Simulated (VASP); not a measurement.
An input for Quantum ESPRESSO's pw.x (written as the equivalent of a VASP run, and not itself run):

```
&CONTROL
  calculation = 'scf'
  pseudo_dir = './pseudo'
  outdir = './out'
  tprnfor = .true.
  tstress = .true.
/
&SYSTEM
  ibrav = 0
  nat = 20
  ntyp = 1
  ecutwfc = 58
  occupations = 'smearing'
  smearing = 'gaussian'
  degauss = 0.00735
  input_dft = 'pz'
/
&ELECTRONS
  conv_thr = 7.3e-08
  electron_maxstep = 100
/
ATOMIC_SPECIES
  Hf 178.490 Hf.upf
CELL_PARAMETERS angstrom
     5.3771810    0.0000000    0.0000000
     0.0000000    9.9888050    0.0000000
     0.0000000    0.0000000   18.3644040
ATOMIC_POSITIONS crystal
  Hf   0.9166670  0.0000000  0.3267190
  Hf   0.9166670  0.5000000  0.3267190
  Hf   0.2500000  0.7500000  0.3267190
  Hf   0.5833330  0.2500000  0.3267190
  Hf   0.4166670  0.0000000  0.4133600
  Hf   0.4166670  0.5000000  0.4133600
  Hf   0.7500000  0.7500000  0.4133600
  Hf   0.0833330  0.2500000  0.4133600
  Hf   0.9166670  0.0000000  0.5000000
  Hf   0.9166670  0.5000000  0.5000000
  Hf   0.2500000  0.7500000  0.5000000
  Hf   0.5833330  0.2500000  0.5000000
  Hf   0.4166670  0.0000000  0.5866400
  Hf   0.4166670  0.5000000  0.5866400
  Hf   0.7500000  0.7500000  0.5866400
  Hf   0.0833330  0.2500000  0.5866400
  Hf   0.9166670  0.0000000  0.6732810
  Hf   0.9166670  0.5000000  0.6732810
  Hf   0.2500000  0.7500000  0.6732810
  Hf   0.5833330  0.2500000  0.6732810
K_POINTS automatic
  5 3 1 0 0 0
```

Question: Write the VASP files for the same calculation (LDA).

Answer: Several could match; the one computed here: 
INCAR:
```
! general
SYSTEM   =  Hf
PREC     =  Accurate
ENCUT    =  300   ! plane-wave cut-off (eV)
LREAL    =  Auto   ! projection in real space or not
LASPH    =  .TRUE.   ! aspherical one-centre terms

! electronic loop
EDIFF    =  1E-6   ! SCF stop (eV)
NELM     =  100   ! most electronic steps
ALGO     =  Normal   ! blocked Davidson
LMAXMIX  =  6

! smearing
ISMEAR   =  0   ! Gaussian
SIGMA    =  0.1   ! width (eV)

! ions
ISIF     =  2   ! forces and stress, cell fixed

! output
LWAVE    =  .FALSE.
LCHARG   =  .FALSE.
```

File KPOINTS:
```
Automatic mesh
0
G
5 3 1
0 0 0
```

**POSCAR**
```
Hf
1
    5.3771810000     0.0000000000     0.0000000000
    0.0000000000     9.9888050000     0.0000000000
    0.0000000000     0.0000000000    18.3644040000
Hf
20
Direct
  0.9166670000   0.0000000000   0.3267190000
  0.9166670000   0.5000000000   0.3267190000
  0.2500000000   0.7500000000   0.3267190000
  0.5833330000   0.2500000000   0.3267190000
  0.4166670000   0.0000000000   0.4133600000
  0.4166670000   0.5000000000   0.4133600000
  0.7500000000   0.7500000000   0.4133600000
  0.0833330000   0.2500000000   0.4133600000
  0.9166670000   0.0000000000   0.5000000000
  0.9166670000   0.5000000000   0.5000000000
  0.2500000000   0.7500000000   0.5000000000
  0.5833330000   0.2500000000   0.5000000000
  0.4166670000   0.0000000000   0.5866400000
  0.4166670000   0.5000000000   0.5866400000
  0.7500000000   0.7500000000   0.5866400000
  0.0833330000   0.2500000000   0.5866400000
  0.9166670000   0.0000000000   0.6732810000
  0.9166670000   0.5000000000   0.6732810000
  0.2500000000   0.7500000000   0.6732810000
  0.5833330000   0.2500000000   0.6732810000
```

POTCAR, in this order: Hf_pv (LDA.64 set). Program: vasp_std.

The two are equivalent in intent, not identical: the potentials are each code's own (VASP's PAW set, PseudoDojo norm-conserving files in pw.x), so ENCUT and ecutwfc are chosen apart and not converted; conv_thr bounds pw.x's estimated SCF error, while EDIFF bounds the energy change between steps.

The cell is a sheet with vacuum, built from a generated structure.
